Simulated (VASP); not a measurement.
```
TaP
1.0
    0.00000     2.76019     2.76019
    2.76019     0.00000     2.76019
    2.76019     2.76019     0.00000
Ta P
1 1
Direct
  0.00000   0.00000   0.00000
  0.25000   0.25000   0.25000
```

Method: PBEsol GGA, VASP's PBE PAW potentials (set 64) (plane waves; VASP). Numerical set-up: 400 eV cut-off, 13×13×13 Γ-centred mesh, tetrahedra with Blöchl corrections, potentials Ta_pv P.

Unless said otherwise, spin-orbit coupling is left out, though it shifts the bands of the heavy elements here.

**Question.** Predict the energy per atom (σ→0), band gap (on the k-mesh) with the smallest direct gap where there is one.

**Answer.** 
```yaml
band gap (on the k-mesh): none (metal, semimetal or under 0.01 eV)
energy per atom (σ→0): -869.7 kJ/mol of atoms
```

The absolute energy has meaning only against runs of the same code, potentials and settings.

The structure was generated: TaP was put into the zinc blende type (F-43m), which need not be its known phase. It was relaxed first, which changed the volume by -36 %.
